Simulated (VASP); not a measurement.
Given:

```
AlFe
1.0
    4.14188     0.00000     0.00000
   -2.07094     3.58697     0.00000
    0.00000     0.00000     4.65175
Fe Al
2 2
Direct
  0.33333   0.66667   0.93750
  0.66667   0.33333   0.43750
  0.33333   0.66667   0.43750
  0.66667   0.33333   0.93750
```
Starting moments (μB, in the order of the record's atoms Fe Fe Al Al): 1.9 1.9 -0.1 -0.1.

The numbers are results of PBEsol GGA, VASP's PBE PAW potentials (set 64) (plane waves; VASP), not measurements. Run with 400 eV cut-off, Gaussian smearing of 0.050 eV, potentials Fe Al.

Question: Estimate the cell moment, band gap (along the path) with the smallest direct gap where there is one.

Answer: 
```yaml
band gap (along the path): none (metal, semimetal or under 0.01 eV)
cell_moment: 3.45 μB
```

The absolute energy has meaning only against runs of the same code, potentials and settings.

The structure was generated: FeAl was put into the wurtzite type (P6_3mc), which need not be its known phase. It was relaxed first, which changed the volume by -31 %. The relaxed cell has space group P6_3/mmc.
